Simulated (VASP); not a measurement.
Shape and ions are relaxed at each volume.

Energy against volume of Hf (hcp). Calculation: optB86b-vdW, VASP's PBE PAW potentials (set 64) (plane waves; VASP 6.6.1).

```
V (Å³/atom)  E (eV/atom)
-----------  -----------
20.578          -7.58927
21.235          -7.61269
21.891          -7.62025
22.548          -7.61380
23.205          -7.59500
```

Q: Fit a third-order Birch-Murnaghan equation of state.

A: 
```yaml
volume_per_atom: 21.90 Å³/atom
bulk_modulus: 114 GPa
pressure_derivative_of_the_bulk_modulus: 3.16
```

Measured: bulk modulus 110 GPa at 0 K (computed value off by +3.5 %), as given by Vázquez-Parga, Fernández-Martínez, Viñes, J. Chem. Theory Comput. (2023), doi:10.1021/acs.jctc.3c00612, Supporting … [zero-point energy and finite temperature contributions removed].

The compound is Hf in the hcp structure. It was relaxed first.
